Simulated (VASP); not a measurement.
# Mg2CdS3 (Cmc2_1) in VASP: relaxation of cell and atoms with PBE

Aim: the relaxation of cell and atoms of Mg2CdS3 with PBE.

Program: VASP 6.6.1. These are calculated values, not measurements. Logs are shortened: lines on timing, memory, paths and dates and some standing lists are left out, and cuts for length are marked.

## Step 1: The crystal as given

The structure is orthorhombic, space group Cmc2_1 (No. 36). The conventional cell has a = 12.100 Å, b = 7.000 Å, c = 6.500 Å, α = 90.00°, β = 90.00°, γ = 90.00°. Mg (site symmetry 1) is surrounded by 4 S at 2.44 to 2.47 Å. Cd (site symmetry m) is surrounded by 4 S at 2.44 to 2.47 Å. S (site symmetry m) has 2 Cd at 2.44 to 2.47 Å and 2 Mg at 2.47 Å as nearest neighbours. Around S (site symmetry 1) lie 3 Mg at 2.44 to 2.47 Å and 1 Cd at 2.47 Å.

The cell was built by a generator and needn't be a form met in nature.

## Step 2: Relaxation of cell and atoms, PBE

INCAR

```
PREC = Normal ; ENCUT = 520
EDIFF = 1E-4 ; ISMEAR = 0
SIGMA = 0.15 ; LREAL = Auto
LASPH = T ; NELM = 60
ALGO = Fast ; ISIF = 3
LWAVE = F ; LCHARG = F
GGA = PE ; IBRION = 2
NSW = 24 ; EDIFFG = -0.08
```

KPOINTS

```
Automatic mesh
0
Gamma
  3 3 2
```

POSCAR

```
Mg2CdS3
1.0
    6.0500000000     -3.5000000000      0.0000000000
    6.0500000000      3.5000000000      0.0000000000
    0.0000000000      0.0000000000      6.5000000000
Mg Cd S
4 2 6
Direct
    0.5000000000      0.1666660000      0.0000000000
    0.5000000000      0.8333340000      0.5000000000
    0.1666660000      0.5000000000      0.5000000000
    0.8333340000      0.5000000000      0.0000000000
    0.1666670000      0.8333330000      0.0000000000
    0.8333330000      0.1666670000      0.5000000000
    0.1666670000      0.8333330000      0.3750000000
    0.5000000000      0.1666660000      0.3750000000
    0.5000000000      0.8333340000      0.8750000000
    0.8333330000      0.1666670000      0.8750000000
    0.1666660000      0.5000000000      0.8750000000
    0.8333340000      0.5000000000      0.3750000000
```

Potentials or basis: VASP PAW PBE potentials, release 64 (Mg, Cd, S).

Run with:

```bash
> cat potpaw_PBE.64/Mg/POTCAR potpaw_PBE.64/Cd/POTCAR potpaw_PBE.64/S/POTCAR > POTCAR
> mpirun -np 1 vasp_std > vasp.out
```

OUTCAR:

```text
PREC = Normal
   ENCUT = 520
   EDIFF = 1E-4
   ISMEAR = 0
   LREAL = Auto
   LASPH = T
   NELM = 60
   ISIF = 3
   GGA = PE
   IBRION = 2
   NSW = 24
   EDIFFG = -0.08

 ion  position               nearest neighbor table
   1  0.500  0.167  0.000-   8 2.44   9 2.47  10 2.47  11 2.47
   2  0.500  0.833  0.500-   9 2.44   8 2.47   7 2.47  12 2.47
   3  0.167  0.500  0.500-  11 2.44  12 2.47   7 2.47   8 2.47
   4  0.833  0.500  0.000-  12 2.44  11 2.47  10 2.47   9 2.47
   5  0.167  0.833  0.000-   7 2.44   9 2.47  11 2.47  10 2.47
   6  0.833  0.167  0.500-  10 2.44   8 2.47  12 2.47   7 2.47
   7  0.167  0.833  0.375-   5 2.44   3 2.47   2 2.47   6 2.47
   8  0.500  0.167  0.375-   1 2.44   2 2.47   6 2.47   3 2.47
   9  0.500  0.833  0.875-   2 2.44   1 2.47   5 2.47   4 2.47
  10  0.833  0.167  0.875-   6 2.44   4 2.47   1 2.47   5 2.47
  11  0.167  0.500  0.875-   3 2.44   4 2.47   5 2.47   1 2.47
  12  0.833  0.500  0.375-   4 2.44   3 2.47   6 2.47   2 2.47

  LATTYP: Found a base centered orthorhombic cell.
 ALAT       =     7.0000000000
 B/A-ratio  =     1.7285714286
 C/A-ratio  =     0.9285714286

  Lattice vectors:

 A1 = (  -6.0500000000,  -3.5000000000,   0.0000000000)
 A2 = (   6.0500000000,  -3.5000000000,   0.0000000000)
 A3 = (   0.0000000000,   0.0000000000,   6.5000000000)

Analysis of symmetry for initial positions (statically):
=====================================================================
 Subroutine PRICEL returns:
 Original cell was already a primitive cell.

 Routine SETGRP: Setting up the symmetry group for a
 base centered orthorhombic supercell.

 Subroutine GETGRP returns: Found  4 space group operations
 (whereof  2 operations were pure point group operations)
 out of a pool of  8 trial point group operations.

The static configuration has the point symmetry C_1h.
 The point group associated with its full space group is C_2v.

Analysis of symmetry for dynamics (positions and initial velocities):
=====================================================================
 Subroutine PRICEL returns:
 Original cell was already a primitive cell.

 Routine SETGRP: Setting up the symmetry group for a
 base centered orthorhombic supercell.

 Subroutine GETGRP returns: Found  4 space group operations
 (whereof  2 operations were pure point group operations)
 out of a pool of  8 trial point group operations.

The dynamic configuration has the point symmetry C_1h.
 The point group associated with its full space group is C_2v.

 Subroutine INISYM returns: Found  4 space group operations
 (whereof  2 operations are pure point group operations),
 and found     1 'primitive' translations

----------------------------------------------------------------------------------------

                                     Primitive cell

  volume of cell :     275.2750

  direct lattice vectors                    reciprocal lattice vectors
     6.050000000 -3.500000000  0.000000000     0.082644628 -0.142857143  0.000000000
     6.050000000  3.500000000  0.000000000     0.082644628  0.142857143  0.000000000
     0.000000000  0.000000000  6.500000000     0.000000000  0.000000000  0.153846154

  length of vectors
     6.989456345  6.989456345  6.500000000     0.165040292  0.165040292  0.153846154

  position of ions in fractional coordinates (direct lattice)
     0.500000000  0.166666000  0.000000000
     0.500000000  0.833334000  0.500000000
     0.166666000  0.500000000  0.500000000
     0.833334000  0.500000000  0.000000000
     0.166667000  0.833333000  0.000000000
     0.833333000  0.166667000  0.500000000
     0.166667000  0.833333000  0.375000000
     0.500000000  0.166666000  0.375000000
     0.500000000  0.833334000  0.875000000
     0.833333000  0.166667000  0.875000000
     0.166666000  0.500000000  0.875000000
     0.833334000  0.500000000  0.375000000

  ion indices of the primitive-cell ions
   primitive index   ion index
                 1           1
                 2           2
                 3           3
                 4           4
                 5           5
                 6           6
                 7           7
                 8           8
                 9           9
                10          10
                11          11
                12          12

----------------------------------------------------------------------------------------

 KPOINTS: Automatic mesh

Automatic generation of k-mesh.
 Grid dimensions read from file:
 generate k-points for:    3    3    2

 Generating k-lattice:

  Cartesian coordinates                     Fractional coordinates (reciprocal lattice)
     0.027548209 -0.047619048  0.000000000     0.333333333  0.000000000  0.000000000
     0.027548209  0.047619048  0.000000000     0.000000000  0.333333333  0.000000000
     0.000000000  0.000000000  0.076923077     0.000000000  0.000000000  0.500000000

  Length of vectors
     0.055013431  0.055013431  0.076923077

  Shift w.r.t. Gamma in fractional coordinates (k-lattice)
     0.000000000  0.000000000  0.000000000

 Subroutine IBZKPT returns following result:
 ===========================================

 Found      8 irreducible k-points:

 Following reciprocal coordinates:
            Coordinates               Weight
  0.000000  0.000000  0.000000      1.000000
  0.333333 -0.000000  0.000000      4.000000
  0.333333  0.333333  0.000000      2.000000
 -0.333333  0.333333  0.000000      2.000000
  0.000000  0.000000  0.500000      1.000000
  0.333333 -0.000000  0.500000      4.000000
  0.333333  0.333333  0.500000      2.000000
 -0.333333  0.333333  0.500000      2.000000
   k-points           NKPTS =      8   k-points in BZ     NKDIM =      8   number of bands    NBANDS=     41
   number of dos      NEDOS =    301   number of ions     NIONS =     12
   total plane-waves  NPLWV =  57600
   dimension x,y,z NGX =    40 NGY =   40 NGZ =   36
   dimension x,y,z NGXF=    80 NGYF=   80 NGZF=   72
   ions per type =               4   2   6
   NGX,Y,Z   is equivalent  to a cutoff of   9.51,  9.51,  9.21 a.u.
   NGXF,Y,Z  is equivalent  to a cutoff of  19.03, 19.03, 18.41 a.u.
 SYSTEM =  unknown system
   PREC   = normal    normal or accurate (medium, high low for compatibility)
   ISTART =      0    job   : 0-new  1-cont  2-samecut
   ICHARG =      2    charge: 1-file 2-atom 10-const
   ISPIN  =      1    spin polarized calculation?
   LNONCOLLINEAR =      F non collinear calculations
   LSORBIT =      F    spin-orbit coupling
   LASPH  =      T    aspherical Exc in radial PAW
   ENCUT  =  520.0 eV  38.22 Ry    6.18 a.u.  13.00 13.00 12.09*2*pi/ulx,y,z
   NELM   =     60;   NELMIN=  2; NELMDL= -5     # of ELM steps
   EDIFF  = 0.1E-03   stopping-criterion for ELM
   LREAL  =      T    real-space projection
   EDIFFG = -.8E-01   stopping-criterion for IOM
   NSW    =     24    number of steps for IOM
   IBRION =      2    ionic relax: 0-MD 1-quasi-New 2-CG
   NFREE  =      1    steps in history (QN), initial steepest desc. (CG)
   ISIF   =      3    stress and relaxation
   ISYM   =      2    0-nonsym 1-usesym 2-fastsym
   POTIM  = 0.5000    time-step for ionic-motion
   TEBEG  =    0.0;   TEEND  =   0.0 temperature during run
   PSTRESS=    0.0 pullay stress
   NELECT =      68.0000    total number of electrons
   NUPDOWN=      -1.0000    fix difference up-down
   EMIN   =  10.00;   EMAX   =-10.00  energy-range for DOS
   EFERMI =   0.00;   METHOD = LEGACY
   ISMEAR =     0;   SIGMA  =   0.15  broadening in eV -4-tet -1-fermi 0-gaus
   EFERMI_NEDOS =   21; number of points for ismear=-14 and -15
   IALGO  =     68    algorithm
   IMIX   =      4    mixing-type and parameters
     AMIX     =   0.40;   BMIX     =  1.00
     AMIX_MAG =   1.60;   BMIX_MAG =  1.00
  volume/ion in A,a.u.               =      22.94       154.80
  Fermi-wavevector in a.u.,A,eV,Ry     =   1.027201  1.941129 14.356084  1.055142
  Thomas-Fermi vector in A             =   2.161134
   LORBIT       =      0    0 simple, 1 ext, 2 COOP (PROOUT), +10 PAW based schemes
   GGA     = PE    functional components
   LHFCALC =     F    Hartree Fock is set to
   AEXX    =    0.0000 exact exchange contribution
   IVDW    =     0    specifies the selected vdW correction
   LEPSILON=     F    determine dielectric tensor
   LRPA    =     F    only Hartree local field effects (RPA)
 conjugate gradient relaxation of ions
 non-spin polarized calculation
 RMM-DIIS sequential band-by-band and
 Gauss-broadening in eV      SIGMA  =   0.15
  energy-cutoff  :      520.00
  volume of cell :      275.27
 maximum number of plane-waves:      7426
   NGX = 25   NGY = 25   NGZ = 25

--------------------------------------- Ionic step        1  -------------------------------------------

 number of electron      67.9999992 magnetization

 Free energy of the ion-electron system (eV)
  ---------------------------------------------------
  ext. energy  EPLUGINS =         0.00000000
  ---------------------------------------------------
  free energy    TOTEN  =       -45.89600068 eV

  energy without entropy =      -45.89600068  energy(sigma->0) =      -45.89600068

------------------------ aborting loop because EDIFF is reached ----------------------------------------

  FORCE on cell =-STRESS in cart. coord.  units (eV):
  Direction    XX          YY          ZZ          XY          YZ          ZX
  --------------------------------------------------------------------------------------
  -------------------------------------------------------------------------------------
  Total        4.9542571      4.6135212      7.3629441      0.0000000      0.0000000      0.0000000
  in kB       28.8351589     26.8519811     42.8543895      0.0000000      0.0000000      0.0000000
  external PRESSURE =      32.8471765 kB  Pullay stress =       0.0000000 kB
[... 261 lines left out ...]
  energy  without entropy=      -46.2376049297  energy(sigma->0) =      -46.23760493

--------------------------------------- Ionic step        7  -------------------------------------------

 number of electron      67.9999989 magnetization

 Free energy of the ion-electron system (eV)
  ---------------------------------------------------
  ext. energy  EPLUGINS =         0.00000000
  ---------------------------------------------------
  free energy    TOTEN  =       -46.24164318 eV

  energy without entropy =      -46.24164318  energy(sigma->0) =      -46.24164318

 E-fermi :   1.6220     XC(G=0):  -8.5324

 val. band max:        0.9150380457   @ k =   0.0000   0.0000   0.0000
 cond. band min:       3.4675221911   @ k =   0.0000   0.0000   0.0000
 fundamental gap:      2.5524841454
 Fermi energy:         1.6219872006

 k-point     1 :       0.0000    0.0000    0.0000
  band No.  band energies     occupation
      1     -10.5826      2.00000
      2     -10.0893      2.00000
      3      -9.9462      2.00000
      4      -9.8729      2.00000
      5      -9.8429      2.00000
      6      -9.8412      2.00000
[... 380 lines left out ...]
  FREE ENERGIE OF THE ION-ELECTRON SYSTEM (eV)
  ---------------------------------------------------
  free  energy   TOTEN  =       -46.2416431779 eV

  energy  without entropy=      -46.2416431779  energy(sigma->0) =      -46.24164318

 reached required accuracy - stopping structural energy minimisation
```

It took 95 s on 1 thread of Intel Xeon 6975P-C (Granite Rapids), shared host; peak memory 0.27 GiB.

Results:

| Quantity | Value |
| --- | --- |
| Free energy | -46.2416 eV |
| Relaxed volume | 24.09 Å³/atom |
| Relaxed cell | a = 7.093 Å, b = 7.093 Å, c = 6.636 Å, α = 90.00°, β = 90.00°, γ = 59.99° |
| Space group after relaxing (to 0.05 Å) | Cmc2_1 (No. 36) |
| Energy gained by relaxing | 28.8 meV/atom |
| Ionic steps | 7 |
| Pressure after relaxing | -0.1 GPa |
| Largest force after relaxing | 0.059 eV/Å |
| Band gap on the k mesh | 2.55 eV, direct |

Forces in eV/Å, atoms in the order of the input:
```
Mg  -0.054  0.024  0.004
Mg   0.054 -0.024  0.004
Mg  -0.054 -0.024  0.004
Mg   0.054  0.024  0.004
Cd   0.000 -0.054 -0.019
Cd   0.000  0.054 -0.019
S    0.000  0.056 -0.002
S    0.029 -0.020  0.006
S   -0.029  0.020  0.006
S    0.000 -0.056 -0.002
S    0.029  0.020  0.006
S   -0.029 -0.020  0.006
```

The path:
| step | energy change (eV) | largest force (eV/Å) | pressure (GPa) | volume (Å³) |
| --- | --- | --- | --- | --- |
| 1 | 0.0000 | 1.0287 | 3.28 | 275.28 |
| 2 | -0.2737 | 0.3656 | -1.06 | 294.43 |
| 3 | -0.2752 | 0.4089 | -0.63 | 292.67 |
| 4 | -0.3188 | 0.2613 | -0.29 | 290.25 |
| 5 | -0.3407 | 0.1084 | 0.39 | 286.30 |
| 6 | -0.3416 | 0.1022 | 0.39 | 286.90 |
| 7 | -0.3456 | 0.0590 | -0.14 | 289.12 |

Final structure:
```cif
data_structure
_symmetry_space_group_name_H-M 'P 1'
_symmetry_Int_Tables_number 1
_cell_length_a 7.0931
_cell_length_b 7.0931
_cell_length_c 6.6359
_cell_angle_alpha 90.000
_cell_angle_beta 90.000
_cell_angle_gamma 59.994
_cell_volume 289.12
loop_
_atom_site_label
_atom_site_type_symbol
_atom_site_fract_x
_atom_site_fract_y
_atom_site_fract_z
_atom_site_occupancy
Mg1 Mg 0.49811 0.16662 0.99909 1
Mg2 Mg 0.50189 0.83338 0.49909 1
Mg3 Mg 0.16662 0.49811 0.49909 1
Mg4 Mg 0.83338 0.50189 0.99909 1
Cd1 Cd 0.16847 0.83153 0.99778 1
Cd2 Cd 0.83153 0.16847 0.49778 1
S1 S 0.17812 0.82188 0.38623 1
S2 S 0.48846 0.16669 0.37140 1
S3 S 0.51154 0.83331 0.87140 1
S4 S 0.82188 0.17812 0.88623 1
S5 S 0.16669 0.48846 0.87140 1
S6 S 0.83331 0.51154 0.37140 1
```

Caveat: the k mesh is coarse (spacing up to 0.48 Å⁻¹), so the values aren't converged; the relaxation stopped at a loose force limit of 0.08 eV/Å, so its end isn't a converged minimum.
